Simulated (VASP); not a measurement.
# NbCd3 (Pm-3m) in VASP: single point with PBEsol

Aim: the single point of NbCd3 with PBEsol.

All numbers are computed with VASP 6.6.1; they aren't measurements. Logs are shortened: lines on timing, memory, paths and dates and some standing lists are left out, and cuts for length are marked.

## (1) The structure

Symmetry: Pm-3m, No. 221, cubic system. The conventional cell has a = 4.320 Å, b = 4.320 Å, c = 4.320 Å, α = 90.00°, β = 90.00°, γ = 90.00°. Nb (site symmetry m-3m) has 12 Cd at 3.05 Å as nearest neighbours. Cd (site symmetry 4/mmm) has 4 Nb at 3.05 Å and 8 Cd at 3.05 Å as nearest neighbours.

The cell comes from a database or a generator and needn't be the stable form of this composition.

## (2) Single point, PBEsol

Contents of INCAR:

```
ALGO = Normal ; EDIFF = 1E-6
ENCUT = 520 ; GGA = PS
ISIF = 2 ; ISMEAR = -1
LASPH = T ; LCHARG = F
LREAL = F ; LWAVE = F
NBANDS = 32 ; NELM = 100
PREC = Accurate ; SIGMA = 0.03
```

Contents of KPOINTS:

```
k-points
0
Gamma
  9 9 9
```

Contents of POSCAR:

```
NbCd3
1.0
    4.3197670000      0.0000000000      0.0000000000
    0.0000000000      4.3197670000      0.0000000000
    0.0000000000      0.0000000000      4.3197670000
Nb Cd
1 3
Direct
    0.0000000000      0.0000000000      0.0000000000
    0.5000000000      0.5000000000      0.0000000000
    0.5000000000      0.0000000000      0.5000000000
    0.0000000000      0.5000000000      0.5000000000
```

Potentials or basis: VASP PAW PBE potentials, release 64 (Nb_sv, Cd).

The run is started by

```
$ cat potpaw_PBE.64/Nb_sv/POTCAR potpaw_PBE.64/Cd/POTCAR > POTCAR
$ mpirun -np 1 vasp_std > vasp.out
```

OUTCAR:

```text
EDIFF = 1E-6
   ENCUT = 520
   GGA = PS
   ISIF = 2
   ISMEAR = -1
   LASPH = T
   LREAL = F
   NELM = 100
   PREC = Accurate

 ion  position               nearest neighbor table
   1  0.000  0.000  0.000-   2 3.05   3 3.05   4 3.05   3 3.05   4 3.05   2 3.05   4 3.05   4 3.05
                             2 3.05   3 3.05   3 3.05   2 3.05
   2  0.500  0.500  0.000-   1 3.05   3 3.05   4 3.05   3 3.05   4 3.05   1 3.05   3 3.05   3 3.05
                             1 3.05   4 3.05   4 3.05   1 3.05
   3  0.500  0.000  0.500-   1 3.05   2 3.05   4 3.05   1 3.05   2 3.05   2 3.05   4 3.05   2 3.05
                             1 3.05   4 3.05   1 3.05   4 3.05
   4  0.000  0.500  0.500-   1 3.05   2 3.05   3 3.05   1 3.05   2 3.05   1 3.05   3 3.05   1 3.05
                             2 3.05   3 3.05   2 3.05   3 3.05

  LATTYP: Found a simple cubic cell.
 ALAT       =     4.3197670000

  Lattice vectors:

 A1 = (   4.3197670000,   0.0000000000,   0.0000000000)
 A2 = (   0.0000000000,   4.3197670000,   0.0000000000)
 A3 = (   0.0000000000,   0.0000000000,   4.3197670000)

Analysis of symmetry for initial positions (statically):
=====================================================================
 Subroutine PRICEL returns:
 Original cell was already a primitive cell.

 Routine SETGRP: Setting up the symmetry group for a
 simple cubic supercell.

 Subroutine GETGRP returns: Found 48 space group operations
 (whereof 48 operations were pure point group operations)
 out of a pool of 48 trial point group operations.

The static configuration has the point symmetry O_h .

Analysis of symmetry for dynamics (positions and initial velocities):
=====================================================================
 Subroutine PRICEL returns:
 Original cell was already a primitive cell.

 Routine SETGRP: Setting up the symmetry group for a
 simple cubic supercell.

 Subroutine GETGRP returns: Found 48 space group operations
 (whereof 48 operations were pure point group operations)
 out of a pool of 48 trial point group operations.

The dynamic configuration has the point symmetry O_h .

 Subroutine INISYM returns: Found 48 space group operations
 (whereof 48 operations are pure point group operations),
 and found     1 'primitive' translations

----------------------------------------------------------------------------------------

[... 95 lines left out ...]
   NELM   =    100;   NELMIN=  2; NELMDL= -5     # of ELM steps
   EDIFF  = 0.1E-05   stopping-criterion for ELM
   LREAL  =      F    real-space projection
   EDIFFG = 0.1E-04   stopping-criterion for IOM
   NSW    =      0    number of steps for IOM
   IBRION =     -1    ionic relax: 0-MD 1-quasi-New 2-CG
   NFREE  =      0    steps in history (QN), initial steepest desc. (CG)
   ISIF   =      2    stress and relaxation
   ISYM   =      2    0-nonsym 1-usesym 2-fastsym
   POTIM  = 0.5000    time-step for ionic-motion
   TEBEG  =    0.0;   TEEND  =   0.0 temperature during run
   PSTRESS=    0.0 pullay stress
   NELECT =      49.0000    total number of electrons
   NUPDOWN=      -1.0000    fix difference up-down
   EMIN   =  10.00;   EMAX   =-10.00  energy-range for DOS
   EFERMI =   0.00;   METHOD = LEGACY
   ISMEAR =    -1;   SIGMA  =   0.03  broadening in eV -4-tet -1-fermi 0-gaus
   EFERMI_NEDOS =   21; number of points for ismear=-14 and -15
   IALGO  =     38    algorithm
   IMIX   =      4    mixing-type and parameters
     AMIX     =   0.40;   BMIX     =  1.00
     AMIX_MAG =   1.60;   BMIX_MAG =  1.00
  volume/ion in A,a.u.               =      20.15       135.99
  Fermi-wavevector in a.u.,A,eV,Ry     =   1.386798  2.620668 26.166842  1.923209
  Thomas-Fermi vector in A             =   2.511080
   LORBIT       =      0    0 simple, 1 ext, 2 COOP (PROOUT), +10 PAW based schemes
   GGA     = PS    functional components
   LHFCALC =     F    Hartree Fock is set to
   AEXX    =    0.0000 exact exchange contribution
   IVDW    =     0    specifies the selected vdW correction
   LEPSILON=     F    determine dielectric tensor
   LRPA    =     F    only Hartree local field effects (RPA)
 non-spin polarized calculation
  energy-cutoff  :      520.00
  volume of cell :       80.61
 maximum number of plane-waves:      2218
   NGX = 17   NGY = 17   NGZ = 17

 number of electron      48.9999973 magnetization

 Free energy of the ion-electron system (eV)
  ---------------------------------------------------
  ext. energy  EPLUGINS =         0.00000000
  ---------------------------------------------------
  free energy    TOTEN  =       -14.05115245 eV

  energy without entropy =      -14.04695575  energy(sigma->0) =      -14.04905410

 E-fermi :   4.4418     XC(G=0): -11.7217

 val. band max:        4.3961769573   @ k =   0.4444   0.3333   0.0000
 cond. band min:       4.4618705867   @ k =   0.1111   0.0000   0.0000
 fundamental gap:      0.0656936294
 Fermi energy:         4.4417745841

 k-point     1 :       0.0000    0.0000    0.0000
  band No.  band energies     occupation
      1     -50.5093      2.00000
      2     -26.5706      2.00000
      3     -26.5706      2.00000
      4     -26.5706      2.00000
      5      -4.8932      2.00000
      6      -4.7037      2.00000
[... 829 lines left out ...]
     31      10.6672      0.00000
     32      11.4351      0.00000

 [... further k-points ...]

------------------------ aborting loop because EDIFF is reached ----------------------------------------

  FORCE on cell =-STRESS in cart. coord.  units (eV):
  Direction    XX          YY          ZZ          XY          YZ          ZX
  --------------------------------------------------------------------------------------
  -------------------------------------------------------------------------------------
  Total       -2.8119146     -2.8119146     -2.8119146     -0.0000000     -0.0000000     -0.0000000
  in kB      -55.8896961    -55.8896961    -55.8896961     -0.0000000     -0.0000000     -0.0000000
  external PRESSURE =     -55.8896961 kB  Pullay stress =       0.0000000 kB

 VOLUME and BASIS-vectors are now :
 -----------------------------------------------------------------------------
  energy-cutoff  :      520.00
  volume of cell :       80.61
      direct lattice vectors                 reciprocal lattice vectors
     4.319767000  0.000000000  0.000000000     0.231493967  0.000000000  0.000000000
     0.000000000  4.319767000  0.000000000     0.000000000  0.231493967  0.000000000
     0.000000000  0.000000000  4.319767000     0.000000000  0.000000000  0.231493967

 POSITION                                       TOTAL-FORCE (eV/Angst)
 -----------------------------------------------------------------------------------
      0.00000      0.00000      0.00000         0.000000      0.000000      0.000000
      2.15988      2.15988      0.00000         0.000000      0.000000      0.000000
      2.15988      0.00000      2.15988         0.000000      0.000000      0.000000
      0.00000      2.15988      2.15988         0.000000      0.000000      0.000000
 -----------------------------------------------------------------------------------
    total drift:                                0.000000     -0.000000     -0.000000

  FREE ENERGIE OF THE ION-ELECTRON SYSTEM (eV)
  ---------------------------------------------------
  free  energy   TOTEN  =       -14.0511524488 eV

  energy  without entropy=      -14.0469557541  energy(sigma->0) =      -14.04905410
```

stdout:

```text
POSCAR found type information on POSCAR NbCd
 POSCAR found :  2 types and       4 ions
 scaLAPACK will be used
 -----------------------------------------------------------------------------
|                                                                             |
|                                                                             |
|     You enforced a specific xc type in the INCAR file but a different       |
|     I HOPE YOU KNOW WHAT YOU ARE DOING!                                     |
|                                                                             |
 -----------------------------------------------------------------------------

 LDA part: xc-table for (Slater+PW92), standard interpolation
 POSCAR, INCAR and KPOINTS ok, starting setup
 FFT: planning ... GRIDC
 FFT: planning ... GRID_SOFT
 FFT: planning ... GRID
 WAVECAR not read
 entering main loop
```

Run time: 22 s. Hardware: 1 thread of Intel Xeon 6975P-C (Granite Rapids), shared host; peak memory 0.22 GiB.

Results:

| Item | Value |
| --- | --- |
| Free energy | -14.0512 eV |
| Pressure | -5.6 GPa |
| Band gap on the k mesh | none (metal or under the smearing width) |

Levels at points of the mesh, in eV from the Fermi level:
```
           k point  band 21  band 22  band 23  band 24  band 25  band 26  band 27  band 28
(0.00, 0.00, 0.00)    -0.96    -0.96     0.24     0.24     0.24     1.13     1.13     1.13
```

Caveat: the PAW data sets were made with another functional, which shifts forces and pressure a little.
